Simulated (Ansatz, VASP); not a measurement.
**Cross-check of HfC between VASP and Ansatz**

One calculation is typed for both programs; each brings its own data sets. How far apart do they land? The cell is taken from a series of runs on this material, whose earlier steps may have relaxed, scaled, displaced or heated it; both programs get it as it stands.

Main program and level: Ansatz 0.2.0; plane waves, with VASP 6.6.1 beside it; zone-centre phonons at PBEsol.

**1. Starting point**

Symmetry: Fm-3m, No. 225, cubic system. The conventional cell has a = 4.576 Å, b = 4.576 Å, c = 4.576 Å, α = 90.00°, β = 90.00°, γ = 90.00°. Nearest to C lie 6 Hf at 2.29 Å. Nearest to Hf lie 6 C at 2.29 Å. Farther neighbours are not listed.

**2. VASP: zone-centre phonons, PBEsol, pair 1**

Second derivatives magnify differences that forces hide, and they need a tight electronic threshold.

Lines of VASP's logs that name or quote its potential files are left out, and so is its time.

The input, INCAR:

```
SYSTEM = HfC
PREC = Accurate
ENCUT = 600
EDIFF = 1E-08
NELM = 120
ISMEAR = 1
SIGMA = 0.2
LREAL = .FALSE.
ALGO = Normal
GGA = PS
NBANDS = 13
LASPH = .TRUE.
LORBIT = 11
LWAVE = .FALSE.
LCHARG = .FALSE.
ISIF = 2
IBRION = 8
GGA_COMPAT = .FALSE.
KPAR = 2
```

The input, POSCAR:

```
HfC
1.0
    0.0000000000      2.2881193360      2.2881193360
    2.2881193360      0.0000000000      2.2881193360
    2.2881193360      2.2881193360      0.0000000000
C Hf
1 1
Direct
    0.0000000000      0.0000000000      0.0000000000
    0.5000000000      0.5000000000      0.5000000000
```

The input, KPOINTS:

```
Automatic mesh
0
Gamma
16 16 16
0 0 0
```

PAW data sets: C and Hf_pv (PBE family, release 64).

Started as:

```console
$ mpirun -np 2 vasp_std
```

Numbers of over 12 decimals in the logs are rounded to 6 here.

The program printed:

```text
[banner, memory and clock lines left out]
running    2 mpi-ranks, on    1 nodes
 distrk:  each k-point on    1 cores,    2 groups
 distr:  one band on    1 cores,    1 groups

 POSCAR found type information on POSCAR C Hf
 POSCAR found :  2 types and       2 ions
|                                                                             |
|               ----> ADVICE to this user running VASP <----                  |
|                                                                             |
|     You enforced a specific xc type in the INCAR file but a different       |
|     [... a line on the potential file left out ...]
|     I HOPE YOU KNOW WHAT YOU ARE DOING!                                     |
|                                                                             |

 LDA part: xc-table for (Slater+PW92), standard interpolation
 POSCAR, INCAR and KPOINTS ok, starting setup
 FFT: planning ... GRIDC
 FFT: planning ... GRID_SOFT
 FFT: planning ... GRID
 WAVECAR not read
 entering main loop
       N       E                     dE             d eps       ncg     rms          rms(c)
DAV:   1     0.244653778902E+02    0.24465E+02   -0.86239E+03  3778   0.119E+03
DAV:   2    -0.233997465645E+02   -0.47865E+02   -0.45119E+02  4739   0.224E+02
DAV:   3    -0.250421282811E+02   -0.16424E+01   -0.16341E+01  4769   0.295E+01
DAV:   4    -0.250505704488E+02   -0.84422E-02   -0.84415E-02  4135   0.253E+00
DAV:   5    -0.250506273757E+02   -0.56927E-04   -0.56924E-04  4795   0.189E-01    0.631E+01
DAV:   6    -0.222526759556E+02    0.27980E+01   -0.11886E+01  4295   0.186E+01    0.443E+01
DAV:   7    -0.222043098567E+02    0.48366E-01   -0.50874E-01  4345   0.521E+00    0.238E+01
DAV:   8    -0.221936161074E+02    0.10694E-01   -0.46799E-02  4555   0.175E+00    0.457E+00
DAV:   9    -0.221894995888E+02    0.41165E-02   -0.19509E-02  4455   0.768E-01    0.183E+00
DAV:  10    -0.221891083730E+02    0.39122E-03   -0.15771E-03  4550   0.294E-01    0.787E-02
DAV:  11    -0.221891051101E+02    0.32629E-05   -0.72545E-05  4300   0.797E-02    0.138E-02
DAV:  12    -0.221891045197E+02    0.59043E-06   -0.28845E-06  4772   0.141E-02    0.994E-03
DAV:  13    -0.221891043770E+02    0.14270E-06   -0.22319E-07  4525   0.346E-03    0.188E-03
DAV:  14    -0.221891043630E+02    0.14013E-07   -0.15513E-08  3521   0.103E-03    0.136E-03
DAV:  15    -0.221891043788E+02   -0.15833E-07   -0.47312E-09  2130   0.604E-04    0.126E-04
DAV:  16    -0.221891043800E+02   -0.12367E-08   -0.57232E-10  1985   0.221E-04
   1 F= -.22189104E+02 E0= -.22188801E+02  d E =-.908778E-03
 Linear response reoptimize wavefunctions to high precision
DAV:   1    -0.221891043787E+02    0.12860E-08   -0.33371E-11  2275   0.526E-05
DAV:   2    -0.221891043787E+02    0.21146E-10   -0.37891E-12  1940   0.172E-05
 Linear response DOF=           2
 Linear response progress:
  Degree of freedom:   1/  2
       N       E                     dE             d eps       ncg     rms          rms(c)
RMM:   1    -0.123599122515E+00   -0.12360E+00    0.25480E-02 19935   0.191E+00
RMM:   2    -0.119166415956E+00    0.44327E-02   -0.35129E-03 14548   0.358E-01    0.444E-01
RMM:   3    -0.119531974376E+00   -0.36556E-03   -0.67791E-04 13253   0.150E-01    0.233E-01
RMM:   4    -0.120486949855E+00   -0.95498E-03   -0.40640E-04 13524   0.113E-01    0.398E-02
RMM:   5    -0.120488886642E+00   -0.19368E-05   -0.10741E-05 14989   0.243E-02    0.117E-02
RMM:   6    -0.120488826146E+00    0.60496E-07   -0.38162E-07 15882   0.423E-03    0.451E-03
RMM:   7    -0.120477741865E+00    0.11084E-04   -0.91349E-08 15251   0.211E-03    0.263E-03
RMM:   8    -0.120480617165E+00   -0.28753E-05   -0.89237E-09 16208   0.676E-04    0.373E-04
RMM:   9    -0.120480068209E+00    0.54896E-06    0.27117E-09 16615   0.124E-04    0.166E-04
RMM:  10    -0.120480066818E+00    0.13908E-08    0.12112E-11 17248   0.267E-05    0.630E-05
 first order change of Fermi-energy   0.46650E-03
 force on displaced ion       1 direction 1 :  -9.122   0.000   0.000
 Linear response progress:
  Degree of freedom:   2/  2
       N       E                     dE             d eps       ncg     rms          rms(c)
RMM:   1    -0.214656176781E+00   -0.21466E+00    0.37631E+00 10163   0.120E+01
RMM:   2    -0.210370084913E+00    0.42861E-02   -0.31016E-02 14020   0.128E+00    0.535E-01
RMM:   3    -0.209633163481E+00    0.73692E-03   -0.92999E-04 17324   0.154E-01    0.226E-01
RMM:   4    -0.209116112378E+00    0.51705E-03   -0.79969E-05 18574   0.556E-02    0.136E-01
RMM:   5    -0.208675280963E+00    0.44083E-03   -0.28993E-05 18551   0.394E-02    0.135E-02
RMM:   6    -0.208669456366E+00    0.58246E-05   -0.33134E-06 18838   0.105E-02    0.639E-03
RMM:   7    -0.208676954487E+00   -0.74981E-05   -0.59061E-07 19973   0.231E-03    0.622E-03
RMM:   8    -0.208677015166E+00   -0.60679E-07   -0.24264E-06 19698   0.550E-04    0.199E-03
RMM:   9    -0.208677555108E+00   -0.53994E-06   -0.25048E-06 20696   0.257E-04    0.435E-05
RMM:  10    -0.208677858270E+00   -0.30316E-06   -0.15646E-06 19998   0.817E-05    0.184E-05
RMM:  11    -0.208677922448E+00   -0.64178E-07   -0.73936E-07 21606   0.299E-05    0.233E-05
RMM:  12    -0.208677934921E+00   -0.12472E-07   -0.35109E-07 19568   0.126E-05    0.153E-05
RMM:  13    -0.208677939816E+00   -0.48950E-08   -0.18304E-07 17723   0.646E-06    0.134E-05
RMM:  14    -0.208677940771E+00   -0.95561E-09   -0.97807E-08 13447   0.351E-06    0.116E-05
 first order change of Fermi-energy   0.11516E-04
 force on displaced ion       2 direction 1 :  -9.119   0.000   0.000
 Linear response finished
```

OUTCAR, selected parts (step 2):

```text
ion  position               nearest neighbor table
   1  0.000  0.000  0.000-   2 2.29   2 2.29   2 2.29   2 2.29   2 2.29   2 2.29
   2  0.500  0.500  0.500-   1 2.29   1 2.29   1 2.29   1 2.29   1 2.29   1 2.29

  LATTYP: Found a face centered cubic cell.
 ALAT       =     4.5762386720

 Subroutine GETGRP returns: Found 48 space group operations
 (whereof 48 operations were pure point group operations)

The static configuration has the point symmetry O_h .

 Found    145 irreducible k-points:

   k-points           NKPTS =    145   k-points in BZ     NKDIM =    145   number of bands    NBANDS=     13

   dimension x,y,z NGX =    28 NGY =   28 NGZ =   28
   dimension x,y,z NGXF=    56 NGYF=   56 NGZF=   56

   ENCUT  =  600.0 eV  44.10 Ry    6.64 a.u.   6.46  6.46  6.46*2*pi/ulx,y,z

   NELECT =      14.0000    total number of electrons

 k-points in reciprocal lattice and weights: Automatic mesh
   0.00000000  0.00000000  0.00000000       0.000
   0.06250000  0.00000000  0.00000000       0.002
   0.12500000  0.00000000  0.00000000       0.002
   0.18750000  0.00000000  0.00000000       0.002
   0.25000000  0.00000000  0.00000000       0.002
   0.31250000  0.00000000  0.00000000       0.002
   0.37500000  0.00000000  0.00000000       0.002
   0.43750000  0.00000000  0.00000000       0.002
   0.50000000  0.00000000  0.00000000       0.001
[...]
-0.31250000  0.50000000  0.18750000       0.003
  -0.25000000  0.50000000  0.25000000       0.001

 average (electrostatic) potential at core
       1 -47.4675       2 -34.6366

  Total        0.7341558      0.7341558      0.7341558      0.0000000      0.0000000      0.0000000
  in kB       49.0944942     49.0944942     49.0944942      0.0000000      0.0000000      0.0000000
  external PRESSURE =      49.0944942 kB  Pullay stress =       0.0000000 kB

  energy-cutoff  :      600.00
  volume of cell :       23.96
      direct lattice vectors                 reciprocal lattice vectors
     0.000000000  2.288119336  2.288119336    -0.218520071  0.218520071  0.218520071
     2.288119336  0.000000000  2.288119336     0.218520071 -0.218520071  0.218520071
     2.288119336  2.288119336  0.000000000     0.218520071  0.218520071 -0.218520071

 POSITION                                       TOTAL-FORCE (eV/Angst)
 -----------------------------------------------------------------------------------
      0.00000      0.00000      0.00000         0.000000      0.000000      0.000000
      2.28812      2.28812      2.28812        -0.000000     -0.000000     -0.000000
 -----------------------------------------------------------------------------------
    total drift:                                0.000000      0.000000      0.000000

 Eigenvectors and eigenvalues of the dynamical matrix
 ----------------------------------------------------

   1 f  =   14.074834 THz    88.434790 2PiTHz  469.485923 cm-1    58.208810 meV
             X         Y         Z           dx          dy          dz
      0.000000  0.000000  0.000000     0.000000    0.967973    0.000000
      2.288119  2.288119  2.288119     0.000000   -0.251054    0.000000

   2 f  =   14.074834 THz    88.434790 2PiTHz  469.485923 cm-1    58.208810 meV
             X         Y         Z           dx          dy          dz
      0.000000  0.000000  0.000000     0.967973    0.000000    0.000000
      2.288119  2.288119  2.288119    -0.251054    0.000000    0.000000

   3 f  =   14.074834 THz    88.434790 2PiTHz  469.485923 cm-1    58.208810 meV
             X         Y         Z           dx          dy          dz
      0.000000  0.000000  0.000000     0.000000    0.000000    0.967973
      2.288119  2.288119  2.288119     0.000000    0.000000   -0.251054

   4 f/i=    0.000615 THz     0.003867 2PiTHz    0.020528 cm-1     0.002545 meV
             X         Y         Z           dx          dy          dz
      0.000000  0.000000  0.000000    -0.251054    0.000000    0.000000
      2.288119  2.288119  2.288119    -0.967973    0.000000    0.000000

   5 f/i=    0.000615 THz     0.003867 2PiTHz    0.020528 cm-1     0.002545 meV
             X         Y         Z           dx          dy          dz
      0.000000  0.000000  0.000000     0.000000    0.000000   -0.251054
      2.288119  2.288119  2.288119     0.000000    0.000000   -0.967973

   6 f/i=    0.000615 THz     0.003867 2PiTHz    0.020528 cm-1     0.002545 meV
             X         Y         Z           dx          dy          dz
      0.000000  0.000000  0.000000     0.000000   -0.251054    0.000000
      2.288119  2.288119  2.288119     0.000000   -0.967973    0.000000

 ELASTIC MODULI CONTR FROM IONIC RELAXATION (kBar)
 Direction    XX          YY          ZZ          XY          YZ          ZX
 --------------------------------------------------------------------------------
 XX           0.0000      0.0000      0.0000      0.0000      0.0000      0.0000
 YY           0.0000      0.0000      0.0000      0.0000      0.0000      0.0000
 ZZ           0.0000      0.0000      0.0000      0.0000      0.0000      0.0000
 XY           0.0000      0.0000      0.0000      0.0000      0.0000      0.0000
 YZ           0.0000      0.0000      0.0000      0.0000      0.0000      0.0000
 ZX           0.0000      0.0000      0.0000      0.0000      0.0000      0.0000
 --------------------------------------------------------------------------------
```

**3. Ansatz: zone-centre phonons, PBEsol, pair 1**

Ansatz runs on its PAW soft_1 files.

The same cell, functional, mesh and smearing now go to Ansatz, which takes its cutoff from its data sets.

The input, input.yaml:

```yaml
crystal:
  lattice:
    - [0.0, 2.288119336, 2.288119336]
    - [2.288119336, 0.0, 2.288119336]
    - [2.288119336, 2.288119336, 0.0]
  atoms:
    - { symbol: C, position: [0.0, 0.0, 0.0] }
    - { symbol: Hf, position: [0.5, 0.5, 0.5] }
kpoints:
  mp_grid: { grid: [16, 16, 16] }
hamiltonian:
  xc: pbesol
  pseudopotentials: { kind: paw, azcp: { folder: soft_1 }, xc_functional: pbe }
scf:
  occupations: { method: methfessel_paxton, width: 0.2 }
output:
  eigenvalues: true
phonons:
  method: dfpt
```

Started as:

```console
$ ansatz run input.yaml --threads 4 --pin off --max-ram 10240MiB --backend cpu --events-out ev --progress --plain --runs-dir out
```

The program printed:

```text
Engine: ansatz 0.2.0, x86_64-unknown-linux-gnu
Pseudopotentials: kind: paw
Pseudopotential: C, paw, valence charge 4, recommended cutoff 420 eV (normal), soft_1/C.paw.azcp
Pseudopotential: Hf, paw, valence charge 26, recommended cutoff 420 eV (normal), soft_1/Hf.paw.azcp
Functional definition: PBEsol
  exchange = pbesol_x
  correlation = pbesol_c
Crystal: 2 atoms, lattice volume = 23.959 Å³
Basis set: ecut = 420 eV, 459 PW (Γ), exchange–correlation on 48×48×48 points (8 copies of the dense FFT grid, shifted against one another)
Bands: 19, of which v1, the nominal top of the filled ones, is band 15 counted from 1 (14 counted from 0)
Symmetry: 48 space group operations
k-points: 349 of 4096 (irreducible under 8 space group operations, time reversal used)
Non-local potential: C, projectors of the file, l = 0: 2, l = 1: 2, l = 2: 1
Non-local potential: Hf, projectors of the file, l = 0: 3, l = 1: 2, l = 2: 2, l = 3: 3
PAW form: soft (Blöchl's): semilocal exchange-correlation on the pseudo side does not see the compensation charge
PAW frozen core: C, regenerated for the run's functional, and the local potential with it (the file was generated under x = pbe(κ = 0.804, μ = 0.219515), c = pbe(β = 0.066725))
PAW frozen core: Hf, regenerated for the run's functional, and the local potential with it (the file was generated under x = pbe(κ = 0.804, μ = 0.219515), c = pbe(β = 0.066725))
PAW one-centre angular grid: C, 110 points (default); XC on 64 Gauss nodes
PAW one-centre angular grid: Hf, 590 points (default); XC on 64 Gauss nodes
Initial density: superposition of atomic densities (chi_scale 0.1, normalization cell, long waves kept (reshape's long-wave potential 0.00 eV rms))
Initial wavefunctions: pseudopotential atomic-orbital guess
Functional: x = pbesol(κ = 0.804, μ = 0.123457), c = pbesol(β = 0.046)
SCF iter   1: F=—  HF=-15848.062722 eV  |F-HF|=—  |Δ(HF+E_count)|=         —  Δρ=8.86e-2  dr2=2.51e0  ethr=3.10e-3  ⟨swp⟩=4.8  Hψ=28902  notcnv=0
preconditioner: auto → Kerker (q_TF=auto, 2.832 Å⁻¹)  [metal: Δε(μ)=0.064 eV  Ē_g=17.704 eV  σ=0.200 eV  W_gap=0.26  n_scr=14 (ndim 8)  ℏωp=40.1 eV  f_vac=0.000  D(μ)=0.22/eV (n_scr^D=0)]
SCF iter   2: F=—  HF=-15847.538418 eV  |F-HF|=—  |Δ(HF+E_count)|=   5.24e-1  S|Δr|=    0.00e0  Δρ=3.40e-2  dr2=2.77e-1  ethr=3.10e-3  ⟨swp⟩=2.5  Hψ=12137  notcnv=0  defer=3
SCF iter   3: F=—  HF=-15847.481069 eV  |F-HF|=—  |Δ(HF+E_count)|=   5.73e-2  S|Δr|=    0.00e0  Δρ=1.40e-2  dr2=2.86e-2  ethr=9.24e-4  ⟨swp⟩=2.1  Hψ=12089  notcnv=0
SCF iter   4: F=—  HF=-15847.474088 eV  |F-HF|=—  |Δ(HF+E_count)|=   6.98e-3  S|Δr|=    0.00e0  Δρ=8.16e-3  dr2=7.41e-3  ethr=9.54e-5  ⟨swp⟩=2.1  Hψ=11910  notcnv=0
SCF iter   5: F=—  HF=-15847.474258 eV  |F-HF|=—  |Δ(HF+E_count)|=   1.70e-4  S|Δr|=    0.00e0  Δρ=1.44e-3  dr2=2.68e-4  ethr=2.47e-5  ⟨swp⟩=2.1  Hψ=10492  notcnv=0
SCF iter   6: F=—  HF=-15847.474198 eV  |F-HF|=—  |Δ(HF+E_count)|=   5.97e-5  S|Δr|=    0.00e0  Δρ=2.49e-4  dr2=1.50e-5  ethr=8.94e-7  ⟨swp⟩=2.5  Hψ=11328  notcnv=0
SCF iter   7: F=—  HF=-15847.474204 eV  |F-HF|=—  |Δ(HF+E_count)|=   5.65e-6  S|Δr|=    0.00e0  Δρ=7.13e-5  dr2=9.25e-7  ethr=5.01e-8  ⟨swp⟩=2.4  Hψ=12307  notcnv=0
SCF iter   8: F=—  HF=-15847.474205 eV  |F-HF|=—  |Δ(HF+E_count)|=   5.97e-7  S|Δr|=    0.00e0  Δρ=1.35e-5  dr2=2.52e-8  ethr=3.08e-9  ⟨swp⟩=2.9  Hψ=12451  notcnv=0
SCF iter   9: F=—  HF=-15847.474205 eV  |F-HF|=—  |Δ(HF+E_count)|=   1.17e-8  S|Δr|=    0.00e0  Δρ=2.70e-6  dr2=1.54e-9  ethr=8.39e-11  ⟨swp⟩=2.5  Hψ=10643  notcnv=0
SCF iter  10: F=—  HF=-15847.474205 eV  |F-HF|=—  |Δ(HF+E_count)|=  6.33e-10  S|Δr|=    0.00e0  Δρ=2.59e-7  dr2=1.30e-11  ethr=5.12e-12  ⟨swp⟩=2.3  Hψ=11460  notcnv=0
SCF iter  11: F=-15847.474205 eV  HF=-15847.474205 eV  |F-HF|=3.64e-12  |Δ(HF+E_count)|=  7.28e-12  S|Δr|=    0.00e0  Δρ=4.08e-8  dr2=2.35e-13  ethr=1.00e-12  ⟨swp⟩=7.9  Hψ=39992  notcnv=0
SCF 1 converged in 11 iterations: F = -15847.474205 eV  dr2 = 2.35e-13
  greatest PAW one-centre occupation: 0.998 electrons in one spin orbital (limit 2), on the Hf atom at site 1 (counted from 0), in its partial waves of l = 0
DFPT response loops at Γ: preconditioner auto → Kerker (q_TF=auto, 2.832 Å⁻¹) (partly filled bands, converged f_vac=0.000); β = 1.00, the filter's whole step (`scf.mixing.beta` (0.50) is not read by the response loops under this deck's `scf.mixing.preconditioner`; to damp them name `kerker` or `kerker_dos`, under which they read `scf.mixing.beta`, and type it under 1.00, their step now; both keys bind the ground state too); Broyden in place of MSR1
SCF converged after 11 iterations
Stability not checked: this state was not tested for a lower state beside it, because cold or Methfessel-Paxton smearing, or corrected tetrahedra, fill the levels in a way that the test cannot read (fill_not_monotonic; see scf.lower_state_search)
Free energy (F): -15847.474205 eV
Harris-Foulkes:  -15847.474205 eV  (|F-HF|=3.64e-12)
Internal energy: -15847.473332 eV  (E = F + TS)
E sigma→0 (E₀):  -15847.473986 eV
Entropy (-TS):   -0.000873 eV (-0.437 meV/atom)
Fermi energy:    19.410983 eV
--- Per-component energies (eV) ---
  E_band       = 94.763868
  E_kinetic    = 496.586297
  E_local      = -6097.819447  (includes V_loc(G=0)·N_el)
  E_nonlocal   = 91.500712
  E_hartree    = 2996.309461
  E_xc         = -313.003045
  E_vxc        = -314.740853  (∫ρ·V_xc dr)
  E_paw        = -7674.041234  (= ΣΔE_a)
  E_vpaw       = -73.381835  (= ΣTr[D̂ρ^β])
  E_aug_tail   = 0.000112  (compensation charges beyond the density's cutoff)
  E_ewald      = -5348.278344
  E_core_change = 1.272157  (= ΣΔE_core)
  E_smearing   = -0.000873  (= −TS)
  E_closure    = 0.000000  (closes the sum)
  Σ components = -15847.474205   (vs F -15847.474205, Δ=0.00e0)
--- Band table (eV; the first three rows and the last of 349) ---
  k-point 0: bands = [... 11 lower, 8.6727, 20.5277, 20.5277, 20.5277, 20.7341, 20.7341, 20.7341, 22.8870]
  k-point 1: bands = [... 11 lower, 8.6728, 19.6851, 19.9446, 19.9446, 20.9895, 20.9895, 21.3305, 23.4272]
  k-point 2: bands = [... 11 lower, 8.6731, 18.5959, 19.0890, 19.0890, 21.3405, 21.3405, 21.7868, 24.5628]
  k-point 348: bands = [... 11 lower, 9.7620, 16.3039, 16.6335, 16.6335, 23.1992, 23.1992, 26.4952, 26.8694]
--- Phonons (Γ-DFPT): 2 representative perturbations + reference, on 349 of 4096 k-points (Σ response iterations 7) ---
  k mesh reduced under 8 symmetry operations, with k and −k counted as one. Each operation leaves every solved perturbation unchanged. A smaller set is not used because it would not reduce the number of displacements times k-points to solve
  ASR residual: 1.575e-5 → 0.000e0 eV/Å²; symmetrization residual: 1.172e-6 eV/Å²
  ASR residual per site (eV/Å²): 1.58e-5 4.30e-6
  Γ frequencies (cm⁻¹): 0.00 0.00 0.00 471.77 471.77 471.77
  non-analytic LO–TO correction: not included (Born effective charges unavailable; polar crystals: no LO–TO splitting at Γ)
```

**4. Comparison**

Known differences besides the potentials themselves: the data sets hold 30 valence electrons in Ansatz (on its PAW soft_1 files) and 14 in VASP; the cutoff is 420 eV in Ansatz and 600 eV in VASP; Ansatz makes its cores anew for this functional, VASP keeps those of its PBE data sets. Total energies have different zeros and are not compared.

The two programs side by side:

| quantity | Ansatz | VASP | difference |
| --- | --- | --- | --- |
| optical mode 1 to 3 (cm⁻¹) | 471.8 | 469.5 | +0.49 % |

Modes are paired by rising frequency, not by their patterns, so a pair may set unlike modes beside each other; they are those without the splitting of longitudinal modes.

(Continued in part 2 of 2.)

[Lines on the potential files, build, host, timing and source positions are cut from VASP's logs without a mark.]

[Logs are printed without paths, hosts, clocks, repeated set-up lines and the standing remarks that a program may print on its own settings, such as how far it seeks lower states.]

[Hosts, paths, dates, database ids (printed as entryN), source tags and the programs' standing remarks are cut or masked in the printed files.]
